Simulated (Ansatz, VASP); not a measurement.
# Ti21Si10O62 (liquid 68TiO2-32SiO2 (mol %) at 3000 K): VASP beside Ansatz, part 2 of 2

Aim: how closely do two programs agree when they are given the same cell, functional and k mesh? The cell is taken from a series of runs on this material, whose earlier steps may have relaxed, scaled, displaced or heated it; both programs get it as it stands.

VASP 6.6.1 and Ansatz 0.2.0.

So far. Step 4 (Side by side): The forces differ by 30 meV/Å r.m.s., which is 9.2 % of the r.m.s. force of 0.324 eV/Å (both taken over all components). A gap on the mesh is an upper bound, since the band edges may lie between its points.

### 5. VASP: single point, PBE, pair 2

Level of this step: PBE, no spin polarisation; plane waves and PAW (Ti_sv, Si, O) (VASP).

A single point gives forces, pressure and levels at one fixed geometry, so differences don't come from the geometry; what else differs is listed under the comparison.

INCAR

```
SYSTEM = Ti21Si10O62
PREC = Accurate
ENCUT = 600
EDIFF = 1E-06
NELM = 120
ISMEAR = 0
SIGMA = 0.01
LREAL = Auto
ALGO = Normal
GGA = PE
NBANDS = 400
LASPH = .TRUE.
LORBIT = 11
LWAVE = .FALSE.
LCHARG = .FALSE.
ISIF = 2
GGA_COMPAT = .FALSE.
EFERMI = MIDGAP
NCORE = 2
```

POSCAR

```
Ti21Si10O62
1.0
   11.9041100000      0.0000000000      0.0000000000
    0.0000000000     11.9041100000      0.0000000000
    0.0000000000      0.0000000000     11.9041100000
Ti Si O
21 10 62
Direct
    0.7852700000      0.0386200000      0.8302600000
    0.7222500000      0.8996500000      0.0919500000
    0.7866300000      0.2615500000      0.9197700000
    0.5396500000      0.6738800000      0.8740500000
    0.6287600000      0.9966700000      0.3399600000
    0.3985900000      0.0767900000      0.1790000000
    0.0940000000      0.2182600000      0.6239900000
    0.5310400000      0.0052100000      0.7141000000
    0.4233900000      0.4211800000      0.8633400000
    0.0783800000      0.1289300000      0.9119000000
    0.5793000000      0.3104700000      0.1021700000
    0.0582500000      0.6130800000      0.8323100000
    0.9483500000      0.4503400000      0.2780700000
    0.2406800000      0.6174200000      0.5543200000
    0.1563300000      0.2524600000      0.1584600000
    0.3310000000      0.6535600000      0.2673400000
    0.9876500000      0.9589900000      0.6127700000
    0.7695600000      0.5486200000      0.8111900000
    0.6791600000      0.6045700000      0.5376000000
    0.5956000000      0.2305500000      0.5285100000
    0.2137800000      0.4952400000      0.0377900000
    0.8583700000      0.3532200000      0.5125900000
    0.4725200000      0.7722500000      0.6235500000
    0.3221400000      0.9963000000      0.9117200000
    0.5907800000      0.5327600000      0.2905700000
    0.8004500000      0.6720800000      0.2080300000
    0.1163200000      0.8754600000      0.8336300000
    0.3460700000      0.3516700000      0.5985800000
    0.8267100000      0.8131800000      0.4262300000
    0.4415600000      0.8292000000      0.0792800000
[... 57 atom lines left out ...]
    0.5638500000      0.1370100000      0.6405700000
    0.0495800000      0.9795800000      0.8950600000
    0.8568800000      0.7535100000      0.3066000000
    0.4427000000      0.7336100000      0.9817300000
    0.2680300000      0.1469700000      0.2121500000
    0.6889100000      0.6481400000      0.8989200000
```

KPOINTS

```
Automatic mesh
0
Gamma
1 1 1
0 0 0
```

The projector-augmented-wave data sets are Ti_sv, Si and O (PBE family, release 64).

Command:

```
> mpirun -np 8 vasp_gam
```

Numbers of over 12 decimals in the logs are rounded to 6 here.

The program printed:

```text
[... set-up lines as in an earlier step ...]
 entering main loop
       N       E                     dE             d eps       ncg     rms          rms(c)
DAV:   1     0.116102275919E+05    0.11610E+05   -0.39427E+05   800   0.201E+03
DAV:   2     0.168135762820E+04   -0.99289E+04   -0.94193E+04   824   0.575E+02
DAV:   3    -0.752084834119E+03   -0.24334E+04   -0.23582E+04   952   0.256E+02
DAV:   4    -0.982673672519E+03   -0.23059E+03   -0.22997E+03  1120   0.872E+01
[...]
DAV:  21    -0.790033681738E+03    0.27691E-05   -0.10020E-05  1000   0.672E-03    0.828E-03
DAV:  22    -0.790033679776E+03    0.19618E-05   -0.45622E-06   800   0.551E-03    0.368E-03
DAV:  23    -0.790033679321E+03    0.45596E-06   -0.15615E-06   576   0.416E-03
   1 F= -.79003368E+03 E0= -.79003368E+03  d E =0.000000E+00
```

OUTCAR, selected parts (step 5):

```text
  FREE ENERGIE OF THE ION-ELECTRON SYSTEM (eV)
  ---------------------------------------------------
  free  energy   TOTEN  =      -790.0336793205 eV

  energy  without entropy=     -790.0336793205  energy(sigma->0) =     -790.03367932
```

The run ends at a pressure of -2.02 GPa, with forces up to 3.8 eV/Å.

### 6. Ansatz: single point, PBE, pair 2

The same cell, functional and mesh now go to Ansatz, which takes its cutoff from its data sets.

The cell is taken from a series of runs on this material, whose earlier steps may have relaxed, scaled, displaced or heated it; both programs get it as it stands.

input.yaml

```yaml
crystal:
  lattice:
    - [11.90411, 0.0, 0.0]
    - [0.0, 11.90411, 0.0]
    - [0.0, 0.0, 11.90411]
  atoms:
    - { symbol: Ti, position: [0.78527, 0.03862, 0.83026] }
    - { symbol: Ti, position: [0.72225, 0.89965, 0.09195] }
    - { symbol: Ti, position: [0.78663, 0.26155, 0.91977] }
    - { symbol: Ti, position: [0.53965, 0.67388, 0.87405] }
    - { symbol: Ti, position: [0.62876, 0.99667, 0.33996] }
    - { symbol: Ti, position: [0.39859, 0.07679, 0.179] }
    - { symbol: Ti, position: [0.094, 0.21826, 0.62399] }
    - { symbol: Ti, position: [0.53104, 0.00521, 0.7141] }
    - { symbol: Ti, position: [0.42339, 0.42118, 0.86334] }
    - { symbol: Ti, position: [0.07838, 0.12893, 0.9119] }
    - { symbol: Ti, position: [0.5793, 0.31047, 0.10217] }
    - { symbol: Ti, position: [0.05825, 0.61308, 0.83231] }
    - { symbol: Ti, position: [0.94835, 0.45034, 0.27807] }
    - { symbol: Ti, position: [0.24068, 0.61742, 0.55432] }
    - { symbol: Ti, position: [0.15633, 0.25246, 0.15846] }
    - { symbol: Ti, position: [0.331, 0.65356, 0.26734] }
    - { symbol: Ti, position: [0.98765, 0.95899, 0.61277] }
    - { symbol: Ti, position: [0.76956, 0.54862, 0.81119] }
    - { symbol: Ti, position: [0.67916, 0.60457, 0.5376] }
    - { symbol: Ti, position: [0.5956, 0.23055, 0.52851] }
    - { symbol: Ti, position: [0.21378, 0.49524, 0.03779] }
    - { symbol: Si, position: [0.85837, 0.35322, 0.51259] }
    - { symbol: Si, position: [0.47252, 0.77225, 0.62355] }
    - { symbol: Si, position: [0.32214, 0.9963, 0.91172] }
    - { symbol: Si, position: [0.59078, 0.53276, 0.29057] }
    - { symbol: Si, position: [0.80045, 0.67208, 0.20803] }
    - { symbol: Si, position: [0.11632, 0.87546, 0.83363] }
    - { symbol: Si, position: [0.34607, 0.35167, 0.59858] }
    - { symbol: Si, position: [0.82671, 0.81318, 0.42623] }
    - { symbol: Si, position: [0.44156, 0.8292, 0.07928] }
[... 57 atom lines left out ...]
    - { symbol: O, position: [0.56385, 0.13701, 0.64057] }
    - { symbol: O, position: [0.04958, 0.97958, 0.89506] }
    - { symbol: O, position: [0.85688, 0.75351, 0.3066] }
    - { symbol: O, position: [0.4427, 0.73361, 0.98173] }
    - { symbol: O, position: [0.26803, 0.14697, 0.21215] }
    - { symbol: O, position: [0.68891, 0.64814, 0.89892] }
kpoints:
  mp_grid: { grid: [1, 1, 1] }
hamiltonian:
  xc: pbe
scf:
  occupations: { method: fixed }
output:
  forces: true
  stress: true
  populations: true
  dos:
    method: { smearing: { sigma: 0.08 } }
    de: 0.1
    projected: { site_lists: { O: [O], Si: [Si], Ti: [Ti] } }
  eigenvalues: true
```

Command:

```
> ansatz run input.yaml --threads 4 --pin off --max-ram 8192MiB --backend cpu --events-out ev --progress --plain --runs-dir out
```

The program printed:

```text
[...]
Crystal: 93 atoms, lattice volume = 1686.906 Å³
Basis set: ecut = 420 eV, 32987 PW (Γ), exchange–correlation on 160×160×160 points (8 copies of the dense FFT grid, shifted against one another)
Bands: 425, of which v1, the nominal top of the filled ones, is band 332 counted from 1 (331 counted from 0)
Symmetry: 1 space group operations
[...]
k-points: 1
[...]
--- Löwdin populations: 93 sites ---
  site symbol       q [e]
     0     Ti     10.6263
     1     Ti     10.5916
     2     Ti     10.6650
     3     Ti     10.6139
     4     Ti     10.5836
     5     Ti     10.5995
     6     Ti     10.5890
     7     Ti     10.5946
[...]
89      O      6.7897
    90      O      6.7355
    91      O      6.6615
    92      O      6.6286
  spilling = 0.006194 (of n_electrons = 664.000000)
[key lines of the parts left out:]
SCF converged after 12 iterations
Free energy (F): -94141.851860 eV
Fermi energy:    3.398048 eV
P = ⅓ Tr σ = -2.1967 GPa (-21.967 kbar)
```

### 7. Differences

Both answers:

| quantity | Ansatz | VASP | difference |
| --- | --- | --- | --- |
| pressure (GPa) | -2.20 | -2.02 | -0.18 |
| gap on the k mesh (eV) | 0.740 | 0.719 | +0.021 |

Forces on 10 of the 93 atoms, those with the largest forces and the largest differences (eV/Å; atoms numbered as in POSCAR):

```csv
atom,"Ansatz x, y, z","VASP x, y, z"
Ti6,"-0.099, 0.015, -0.035","-0.138, -0.067, -0.079"
Ti12,"2.528, -0.357, -2.836","2.525, -0.363, -2.837"
Ti14,"-2.113, -0.277, 1.808","-2.193, -0.249, 1.835"
Ti15,"-0.034, 0.484, -0.055","-0.018, 0.466, 0.060"
Si31,"2.521, 1.192, 0.914","2.460, 1.221, 0.949"
O39,"-1.683, -0.355, -0.080","-1.684, -0.337, -0.111"
O42,"0.157, -0.062, 2.854","0.186, -0.075, 2.811"
O47,"-2.075, 0.098, -1.991","-2.007, 0.125, -1.952"
O64,"0.620, -0.688, 1.182","0.584, -0.721, 1.205"
O87,"-0.029, -0.057, -0.036","-0.137, -0.054, -0.090"
```

The forces differ by 30 meV/Å r.m.s., which is 6.1 % of the r.m.s. force of 0.502 eV/Å (both taken over all components). A gap on the mesh is an upper bound, since the band edges may lie between its points.

### 8. Summary of results

```json
{
  "r.m.s. force difference (single point, PBE, pair 1)": "9.2 % of the r.m.s. force",
  "r.m.s. force difference (single point, PBE, pair 2)": "6.1 % of the r.m.s. force"
}
```

What this shows: The r.m.s. force difference is 9.2 % of the r.m.s. force (single point, PBE, pair 1), beyond the 3 % picked in this series as the mark of a large difference. What causes the difference of the single point, PBE, pair 1 pair stays open here. What causes the difference of the single point, PBE, pair 2 pair stays open here. How closely two codes agree says nothing of how well the functional describes the real material.

[Lines on the potential files, build, host, timing and source positions are cut from VASP's logs without a mark.]

[Logs are printed without paths, hosts, clocks, repeated set-up lines and the standing remarks that a program may print on its own settings, such as how far it seeks lower states.]

[Hosts, paths, dates, database ids (printed as entryN), source tags and the programs' standing remarks are cut or masked in the printed files.]
